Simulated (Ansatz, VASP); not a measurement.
# One calculation of ScHBr2, two programs

```
CELL_PARAMETERS angstrom
5.27223 0.00000 0.00000
0.00000 5.27223 0.00000
0.00000 0.00000 3.92907
ATOMIC_POSITIONS crystal
Sc 0.00000 0.00000 0.00000
H 0.00000 0.00000 0.50000
Br 0.50000 0.00000 0.00000
Br 0.00000 0.50000 0.00000
```

Alike in both runs: functional PBE; k mesh 6 × 6 × 8; occupations gaussian, width 0.02 eV; no spin polarisation.

Ansatz relaxed the structure, and its values are those at the end. VASP's run is a single point on that final structure, the one shown.

|  | VASP | Ansatz |
| --- | --- | --- |
| version | VASP 6.6.1 | Ansatz 0.2.0 |
| potentials or method | VASP PAW PBE potentials, release 64 (Sc_sv, H, Br) | scalar-relativistic, plane waves, PAW |
| plane-wave cutoff (eV) | 520 | 420 |
| valence electrons in the cell | 26 | 26 |

|  | VASP | Ansatz | Ansatz less VASP |
| --- | --- | --- | --- |
| gap on the k mesh at the Fermi level (eV) | 1.71 | 1.72 | +0.008 |
| least direct gap on the mesh (eV) | 1.71 | 1.72 | +0.008 |
| pressure (GPa) | 0.1 | 0.0 | -0.08 |

A k mesh can miss the band edges. PBE gaps usually lie below the measured ones, often by a third to a half.
